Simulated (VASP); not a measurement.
# LiC18 in VASP: a series of runs

The runs below take LiC18 through single point, with PBEsol.

All numbers are computed with VASP 6.6.1; they aren't measurements. Logs are shortened: lines on timing, memory, paths and dates and some standing lists are left out, and cuts for length are marked.

**1. The structure**

The cell holds a slab with vacuum, 19 atoms: a = 7.398 Å, b = 7.398 Å, c = 13.000 Å, α = 90.00°, β = 90.00°, γ = 120.00°.

The cell was built by a generator and needn't be a form met in nature.

**2. Single point, PBEsol, collinear spin, zero start**

INCAR

```
SYSTEM = LiC18
PREC = Accurate
ENCUT = 520
EDIFF = 1E-6
ISMEAR = 0
SIGMA = 0.02
LREAL = Auto
LASPH = .TRUE.
NELM = 150
ALGO = Fast
ISIF = 2
LWAVE = .FALSE.
LCHARG = .TRUE.
ISPIN = 2
MAGMOM = 0 0 0 0 0 0 0 0 0 0 0 0 0 0 0 0 0 0 0
LORBIT = 11
GGA = PS
LELF = .TRUE.
LVHAR = .TRUE.
NBANDS = 56
```

KPOINTS

```
Automatic mesh
0
G
  2 2 1
  0 0 0
```

POSCAR

```
LiC18
1.0
    7.3980000000      0.0000000000      0.0000000000
   -3.6990000000      6.4068560000      0.0000000000
    0.0000000000      0.0000000000     13.0000000000
C Li
18 1
Direct
    0.0009244282      0.0033151986      0.0781879231
    0.2230248805      0.1143720102      0.0771558462
    0.0018976807      0.3371286946      0.0780562308
    0.2236323916      0.4487530233      0.0780666923
    0.0019079999      0.6704886141      0.0780806154
    0.2236447435      0.7806228203      0.0782302308
    0.3346933608      0.0027200549      0.0772330000
    0.5580137964      0.1143720102      0.0771558462
    0.3346805740      0.3377044841      0.0769708462
    0.5580195913      0.4493725159      0.0768747692
    0.3352472808      0.6704886141      0.0780806154
    0.5574494376      0.7815825734      0.0780721538
    0.6690574371      0.0033151986      0.0781879231
    0.8907974780      0.1149282893      0.0780929231
    0.6696905767      0.3377044841      0.0769708462
    0.8917872984      0.4487530233      0.0780666923
    0.6690653211      0.6714639755      0.0780150000
    0.8907998025      0.7815825734      0.0780721538
    0.4471473476      0.2276280285      0.2042760769
```

Potentials or basis: VASP PAW PBE potentials, release 64 (C, Li_sv).

On the command line:

```sh
$ cat potpaw_PBE.64/C/POTCAR potpaw_PBE.64/Li_sv/POTCAR > POTCAR
$ mpirun -np 1 vasp_std > vasp.out
```

OUTCAR:

```text
SYSTEM = LiC18
   PREC = Accurate
   ENCUT = 520
   EDIFF = 1E-6
   ISMEAR = 0
   LREAL = Auto
   LASPH = .TRUE.
   NELM = 150
   ISIF = 2
   ISPIN = 2
   LORBIT = 11
   GGA = PS

 ion  position               nearest neighbor table
   1  0.001  0.003  0.078-  18 1.42  14 1.42   2 1.42
   2  0.223  0.114  0.077-   1 1.42   7 1.43   9 1.43  19 2.19
   3  0.002  0.337  0.078-   4 1.42  16 1.42  14 1.42
   4  0.224  0.449  0.078-   3 1.42  11 1.42   9 1.42
   5  0.002  0.670  0.078-  16 1.42   6 1.42  18 1.42
   6  0.224  0.781  0.078-  11 1.42   5 1.42   7 1.42
   7  0.335  0.003  0.077-   6 1.42   8 1.43   2 1.43  19 2.19
   8  0.558  0.114  0.077-  13 1.42   7 1.43  15 1.43  19 2.19
   9  0.335  0.338  0.077-   4 1.42   2 1.43  10 1.43  19 2.18
  10  0.558  0.449  0.077-  17 1.42  15 1.43   9 1.43  19 2.18
  11  0.335  0.670  0.078-   4 1.42   6 1.42  12 1.42
  12  0.557  0.782  0.078-  13 1.42  17 1.42  11 1.42
  13  0.669  0.003  0.078-  12 1.42  14 1.42   8 1.42
  14  0.891  0.115  0.078-   1 1.42  13 1.42   3 1.42
  15  0.670  0.338  0.077-  16 1.42   8 1.43  10 1.43  19 2.18
  16  0.892  0.449  0.078-   3 1.42   5 1.42  15 1.42
  17  0.669  0.671  0.078-  12 1.42  18 1.42  10 1.42
  18  0.891  0.782  0.078-   1 1.42  17 1.42   5 1.42
  19  0.447  0.228  0.204-  10 2.18  15 2.18   9 2.18   8 2.19   2 2.19   7 2.19

  LATTYP: Found a hexagonal cell.
 ALAT       =     7.3980000000
 C/A-ratio  =     1.7572316842

  Lattice vectors:

 A1 = (   7.3980000000,   0.0000000000,   0.0000000000)
 A2 = (  -3.6990000000,   6.4068560000,   0.0000000000)
 A3 = (   0.0000000000,   0.0000000000,  13.0000000000)

Analysis of symmetry for initial positions (statically):
=====================================================================
 Subroutine PRICEL returns:
 Original cell was already a primitive cell.

 Routine SETGRP: Setting up the symmetry group for a
 hexagonal supercell.

 Subroutine GETGRP returns: Found  2 space group operations
 (whereof  1 operations were pure point group operations)
 out of a pool of 24 trial point group operations.

The static configuration has the point symmetry C_1 .
 The point group associated with its full space group is C_1h.

Analysis of symmetry for dynamics (positions and initial velocities):
=====================================================================
 Subroutine PRICEL returns:
 Original cell was already a primitive cell.

 Routine SETGRP: Setting up the symmetry group for a
 hexagonal supercell.

 Subroutine GETGRP returns: Found  2 space group operations
 (whereof  1 operations were pure point group operations)
 out of a pool of 24 trial point group operations.

The dynamic configuration has the point symmetry C_1 .
 The point group associated with its full space group is C_1h.

Analysis of structural, dynamic, and magnetic symmetry:
=====================================================================
 Subroutine PRICEL returns:
 Original cell was already a primitive cell.

 Routine SETGRP: Setting up the symmetry group for a
 hexagonal supercell.

 Subroutine GETGRP returns: Found  2 space group operations
 (whereof  1 operations were pure point group operations)
 out of a pool of 24 trial point group operations.

The overall configuration has the point symmetry C_1 .
 The point group associated with its full space group is C_1h.

 Subroutine INISYM returns: Found  2 space group operations
 (whereof  1 operations are pure point group operations),
 and found     1 'primitive' translations

----------------------------------------------------------------------------------------

                                     Primitive cell

  volume of cell :     616.1730

  direct lattice vectors                    reciprocal lattice vectors
     7.398000000  0.000000000  0.000000000     0.135171668  0.078041398  0.000000000
    -3.699000000  6.406856000  0.000000000     0.000000000  0.156082796  0.000000000
     0.000000000  0.000000000 13.000000000     0.000000000  0.000000000  0.076923077

  length of vectors
     7.398000000  7.398000054 13.000000000     0.156082797  0.156082796  0.076923077

  position of ions in fractional coordinates (direct lattice)
     0.000924428  0.003315199  0.078187923
     0.223024880  0.114372010  0.077155846
     0.001897681  0.337128695  0.078056231
     0.223632392  0.448753023  0.078066692
     0.001908000  0.670488614  0.078080615
     0.223644744  0.780622820  0.078230231
[... 11 lines left out ...]
     0.890799802  0.781582573  0.078072154
     0.447147348  0.227628028  0.204276077

  ion indices of the primitive-cell ions
   primitive index   ion index
                 1           1
                 2           2
                 3           3
                 4           4
                 5           5
                 6           6
[... 11 lines left out ...]
                18          18
                19          19

----------------------------------------------------------------------------------------

 KPOINTS: Automatic mesh

Automatic generation of k-mesh.
 Grid dimensions read from file:
 generate k-points for:    2    2    1

 Generating k-lattice:

  Cartesian coordinates                     Fractional coordinates (reciprocal lattice)
     0.067585834  0.039020699  0.000000000     0.500000000 -0.000000000  0.000000000
     0.000000000  0.078041398  0.000000000     0.000000000  0.500000000  0.000000000
     0.000000000  0.000000000  0.076923077     0.000000000  0.000000000  1.000000000

  Length of vectors
     0.078041399  0.078041398  0.076923077

  Shift w.r.t. Gamma in fractional coordinates (k-lattice)
     0.000000000  0.000000000  0.000000000

 Subroutine IBZKPT returns following result:
 ===========================================

 Found      3 irreducible k-points:

 Following reciprocal coordinates:
            Coordinates               Weight
  0.000000  0.000000  0.000000      1.000000
  0.500000  0.000000  0.000000      2.000000
  0.000000  0.500000  0.000000      1.000000
   k-points           NKPTS =      3   k-points in BZ     NKDIM =      3   number of bands    NBANDS=     56
   number of dos      NEDOS =    301   number of ions     NIONS =     19
   total plane-waves  NPLWV = 307328
   dimension x,y,z NGX =    56 NGY =   56 NGZ =   98
   dimension x,y,z NGXF=   112 NGYF=  112 NGZF=  196
   ions per type =              18   1
   NGX,Y,Z   is equivalent  to a cutoff of  12.58, 12.58, 12.53 a.u.
   NGXF,Y,Z  is equivalent  to a cutoff of  25.17, 25.17, 25.06 a.u.
 SYSTEM =  LiC18
   PREC   = accura    normal or accurate (medium, high low for compatibility)
   ISTART =      0    job   : 0-new  1-cont  2-samecut
   ICHARG =      2    charge: 1-file 2-atom 10-const
   ISPIN  =      2    spin polarized calculation?
   LNONCOLLINEAR =      F non collinear calculations
   LSORBIT =      F    spin-orbit coupling
   LASPH  =      T    aspherical Exc in radial PAW
   ENCUT  =  520.0 eV  38.22 Ry    6.18 a.u.  13.76 13.76 24.17*2*pi/ulx,y,z
   NELM   =    150;   NELMIN=  2; NELMDL= -5     # of ELM steps
   EDIFF  = 0.1E-05   stopping-criterion for ELM
   LREAL  =      T    real-space projection
   EDIFFG = 0.1E-04   stopping-criterion for IOM
   NSW    =      0    number of steps for IOM
   IBRION =     -1    ionic relax: 0-MD 1-quasi-New 2-CG
   NFREE  =      0    steps in history (QN), initial steepest desc. (CG)
   ISIF   =      2    stress and relaxation
   ISYM   =      2    0-nonsym 1-usesym 2-fastsym
   POTIM  = 0.5000    time-step for ionic-motion
   TEBEG  =    0.0;   TEEND  =   0.0 temperature during run
   PSTRESS=    0.0 pullay stress
   NELECT =      75.0000    total number of electrons
   NUPDOWN=      -1.0000    fix difference up-down
   EMIN   =  10.00;   EMAX   =-10.00  energy-range for DOS
   EFERMI =   0.00;   METHOD = LEGACY
   ISMEAR =     0;   SIGMA  =   0.02  broadening in eV -4-tet -1-fermi 0-gaus
   EFERMI_NEDOS =   21; number of points for ismear=-14 and -15
   IALGO  =     68    algorithm
   IMIX   =      4    mixing-type and parameters
     AMIX     =   0.40;   BMIX     =  1.00
     AMIX_MAG =   1.60;   BMIX_MAG =  1.00
  volume/ion in A,a.u.               =      32.43       218.85
  Fermi-wavevector in a.u.,A,eV,Ry     =   0.811324  1.533180  8.955991  0.658247
  Thomas-Fermi vector in A             =   1.920663
   LORBIT       =     11    0 simple, 1 ext, 2 COOP (PROOUT), +10 PAW based schemes
   GGA     = PS    functional components
   LHFCALC =     F    Hartree Fock is set to
   AEXX    =    0.0000 exact exchange contribution
   IVDW    =     0    specifies the selected vdW correction
   LEPSILON=     F    determine dielectric tensor
   LRPA    =     F    only Hartree local field effects (RPA)
 spin polarized calculation
 RMM-DIIS sequential band-by-band and
 Gauss-broadening in eV      SIGMA  =   0.02
  energy-cutoff  :      520.00
  volume of cell :      616.17
 maximum number of plane-waves:     16651
 NGX is ok and might be reduce to    56
   NGX = 27   NGY = 27   NGZ = 49

 number of electron      74.9999992 magnetization      -0.0000000

 number of electron      74.9999992 magnetization       0.0000000

 Free energy of the ion-electron system (eV)
  ---------------------------------------------------
  ext. energy  EPLUGINS =         0.00000000
  ---------------------------------------------------
  free energy    TOTEN  =      -175.42156669 eV

  energy without entropy =     -175.42156669  energy(sigma->0) =     -175.42156669

 E-fermi :  -1.0785     XC(G=0):  -3.3983

 val. band max:       -1.1736498988   @ k =   0.0000   0.0000   0.0000
 cond. band min:       0.3979791851   @ k =   0.0000   0.5000   0.0000
 fundamental gap:      1.5716290839
 Fermi energy:        -1.0784822086

 spin component 1

 k-point     1 :       0.0000    0.0000    0.0000
  band No.  band energies     occupation
      1     -48.6803      1.00000
      2     -20.6093      1.00000
      3     -18.1904      1.00000
      4     -18.0722      1.00000
      5     -18.0720      1.00000
      6     -17.8932      1.00000
[... 145 lines left out ...]
     48       3.6780      0.00000
     49       3.8261      0.00000
 Fermi energy:        -1.0784822086

 spin component 2

 k-point     1 :       0.0000    0.0000    0.0000
  band No.  band energies     occupation
      1     -48.6803      1.00000
      2     -20.6093      1.00000
      3     -18.1904      1.00000
      4     -18.0722      1.00000
      5     -18.0720      1.00000
      6     -17.8932      1.00000
[... 145 lines left out ...]
     48       3.6788      0.00000
     49       3.8270      0.00000
 [bands above 49 left out]

------------------------ aborting loop because EDIFF is reached ----------------------------------------

  FORCE on cell =-STRESS in cart. coord.  units (eV):
  Direction    XX          YY          ZZ          XY          YZ          ZX
  --------------------------------------------------------------------------------------
  -------------------------------------------------------------------------------------
  Total        2.2032095      2.1963488     -0.1042722      0.0000000     -0.0204410      0.0000000
  in kB        5.7288009      5.7109619     -0.2711294      0.0000000     -0.0531508      0.0000000
  external PRESSURE =       3.7228778 kB  Pullay stress =       0.0000000 kB

 VOLUME and BASIS-vectors are now :
 -----------------------------------------------------------------------------
  energy-cutoff  :      520.00
  volume of cell :      616.17
      direct lattice vectors                 reciprocal lattice vectors
     7.398000000  0.000000000  0.000000000     0.135171668  0.078041398  0.000000000
    -3.699000000  6.406856000  0.000000000     0.000000000  0.156082796  0.000000000
     0.000000000  0.000000000 13.000000000     0.000000000  0.000000000  0.076923077

 POSITION                                       TOTAL-FORCE (eV/Angst)
 -----------------------------------------------------------------------------------
     -0.00542      0.02124      1.01644         0.004551      0.001534     -0.005405
      1.22688      0.73276      1.00303        -0.010915     -0.002663     -0.007815
     -1.23300      2.15993      1.01473         0.000000      0.000120     -0.001636
     -0.00551      2.87510      1.01487         0.003417     -0.003319     -0.001217
     -2.46602      4.29572      1.01505        -0.003294      0.003587      0.000655
     -1.23300      5.00134      1.01699        -0.000000      0.004579     -0.004036
[... 11 lines left out ...]
      3.69906      5.00749      1.01494         0.004591      0.002172     -0.001073
      2.46600      1.45838      2.65559         0.000000     -0.012728      0.044858
 -----------------------------------------------------------------------------------
    total drift:                               -0.000012     -0.003239     -0.028517

  FREE ENERGIE OF THE ION-ELECTRON SYSTEM (eV)
  ---------------------------------------------------
  free  energy   TOTEN  =      -175.4215666865 eV

  energy  without entropy=     -175.4215666865  energy(sigma->0) =     -175.42156669

 total charge

# of ion       s       p       d       tot
------------------------------------------
    1        0.856   1.795   0.000   2.651
    2        0.854   1.794   0.000   2.648
    3        0.856   1.792   0.000   2.649
    4        0.856   1.795   0.000   2.651
    5        0.857   1.792   0.000   2.649
    6        0.856   1.795   0.000   2.651
[... 11 lines left out ...]
   18        0.857   1.792   0.000   2.649
   19        2.010   0.064   0.000   2.074
--------------------------------------------------
tot         17.406  32.356   0.000  49.762

 magnetization (x)

# of ion       s       p       d       tot
------------------------------------------
    1       -0.000   0.000   0.000   0.000
    2       -0.000   0.000   0.000  -0.000
    3       -0.000  -0.000   0.000  -0.000
    4       -0.000   0.000   0.000   0.000
    5       -0.000  -0.000   0.000  -0.000
    6       -0.000   0.000   0.000  -0.000
[... 11 lines left out ...]
   18        0.000  -0.000   0.000   0.000
   19        0.000  -0.000   0.000   0.000
--------------------------------------------------
tot         -0.000  -0.000   0.000  -0.000
```

Run time: 10 min. Hardware: 1 thread of Intel Xeon Platinum 8488C (Sapphire Rapids), shared host; peak memory 0.92 GiB.

What came out:

```
Free energy                                           : -175.4216 eV
Largest force                                         : 0.047 eV/Å
Band gap on the k mesh                                : none (metal or under the smearing width)
Net moment                                            : 0.00 μB per cell
Valence electrons inside the program's atomic spheres : C 2.65; Li 2.07
```

Forces on the atoms (eV/Å):
```
C    0.005  0.002 -0.005
C   -0.011 -0.003 -0.008
C    0.000  0.000 -0.002
C    0.003 -0.003 -0.001
C   -0.003  0.004  0.001
C    0.000  0.005 -0.004
C    0.000 -0.013 -0.005
C    0.011 -0.003 -0.008
C   -0.004  0.007 -0.003
C    0.000  0.006 -0.001
C    0.003  0.004  0.001
C   -0.005  0.002 -0.001
C   -0.005  0.002 -0.005
C    0.000  0.003  0.001
C    0.004  0.007 -0.003
C   -0.003 -0.003 -0.001
C    0.000 -0.005  0.002
C    0.005  0.002 -0.001
Li   0.000 -0.013  0.045
```

Levels at points of the mesh, in eV from the Fermi level:
Spin up:
```
           k point  band 33  band 34  band 35  band 36  band 37  band 38  band 39  band 40  band 41  band 42
(0.00, 0.00, 0.00)    -4.62    -2.97    -2.97    -0.23    -0.23    -0.10    -0.10     1.68     3.54     3.98
(0.50, 0.00, 0.00)    -3.09    -2.92    -2.72    -2.70    -2.42     1.48     2.09     2.33     2.34     2.35
(0.00, 0.50, 0.00)    -3.09    -2.92    -2.72    -2.70    -2.42     1.48     2.09     2.33     2.34     2.35
```
Spin down:
| k point | band 35 | band 36 | band 37 | band 38 | band 39 | band 40 |
| --- | --- | --- | --- | --- | --- | --- |
| (0.00, 0.00, 0.00) | -2.97 | -0.23 | -0.23 | -0.10 | -0.10 | 1.68 |
| (0.50, 0.00, 0.00) | -2.72 | -2.70 | -2.42 | 1.48 | 2.09 | 2.33 |
| (0.00, 0.50, 0.00) | -2.72 | -2.70 | -2.42 | 1.48 | 2.09 | 2.33 |

Caveat: the k mesh is coarse (spacing up to 0.49 Å⁻¹), so the values aren't converged; the cutoff is under 1.25 times the usual one of these potentials, so pressure, stress and relaxed cells hold a basis-set (Pulay) error; the PAW data sets were made with another functional, which shifts forces and pressure a little.

[end of part 1 of 2]
